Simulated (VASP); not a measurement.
Calculation: revPBE GGA, VASP's PBE PAW potentials (set 64) (plane waves; VASP 6.6.1).

VASP ran on this input.

File POSCAR:
```
ZrC
1
    0.0000000000     2.3331060000     2.3331060000
    2.3331060000     0.0000000000     2.3331060000
    2.3331060000     2.3331060000     0.0000000000
Zr C
1 1
Direct
  0.0000000000   0.0000000000   0.0000000000
  0.5000000000   0.5000000000   0.5000000000
```

**KPOINTS**
```
Automatic mesh
0
Gamma
10 10 10
0 0 0
```

INCAR:
```
SYSTEM = ZrC
PREC = Accurate
ENCUT = 400
EDIFF = 1E-6
NELM = 100
ALGO = Normal
LREAL = .FALSE.
LASPH = .TRUE.
ISMEAR = 1
SIGMA = 0.2
GGA = RE
LMAXMIX = 4
LWAVE = .FALSE.
LCHARG = .FALSE.
ISIF = 2
```

POTCAR, in this order: Zr_sv C (PBE.64 set). Program: vasp_std.

Question: What will the output report for the number of irreducible k-points (NKPTS), largest plane-wave count, number of space-group operations, FFT grid (NGX, NGY, NGZ)?

Answer: 
```
Item                                           Value
--------------------------------------  ------------
number of irreducible k-points (NKPTS)            47
largest plane-wave count                         479
number of space-group operations                  48
FFT grid (NGX, NGY, NGZ)                24 × 24 × 24
```

The structure comes from a computed database's ZrC entry; how it stands against other phases isn't given here. The cell was not relaxed at this level. The run is one of a series of settings (GGA = RE against the base run), some of them coarse on purpose.
